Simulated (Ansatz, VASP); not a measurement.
**Be5Ge: VASP beside Ansatz**

```
Be Ge
1.0
     4.21581    0.00000    0.00000
    -2.10790    3.65100    0.00000
     0.00000    0.00000    3.20863
Be Ge
5 1
Direct
  0.33333 0.66667 0.00000
  0.66667 0.33333 0.00000
  0.50000 0.00000 0.50000
  0.50000 0.50000 0.50000
  0.00000 0.50000 0.50000
  0.00000 0.00000 0.00000
```

The cell comes from a database or a generator and needn't be the stable form of this composition.

Alike in both runs: task relaxation of cell and atoms; functional PBEsol; k mesh 6 × 6 × 6; occupations gaussian, width 0.1 eV; no spin polarisation.

|  | VASP | Ansatz |
| --- | --- | --- |
| version | VASP 6.6.1 | Ansatz 0.2.0 |
| potentials or method | VASP PAW PBE potentials, release 64 (Be, Ge_d) | scalar-relativistic, plane waves, PAW |
| plane-wave cutoff (eV) | 600 | 420 |
| valence electrons in the cell | 24 | 24 |

```csv
,VASP,Ansatz,Ansatz less VASP
"gap on the k mesh at the Fermi level, each at its own relaxed structure (eV)",none,none,-
relaxed volume (Å³/atom),10.17,10.08,-0.089
relaxed cell length with the largest relative difference (Å),4.437,4.409,-0.0279
energy change over the relaxation (meV/atom),-163,-159,+3.9
```

A gap of «none» marks a metal or a gap that the smearing closes.

Caveats: the volume moved by over 15 % at a fixed basis, so the end points are rough (VASP); the PAW data sets were made with another functional, which shifts forces and pressure a little (VASP).
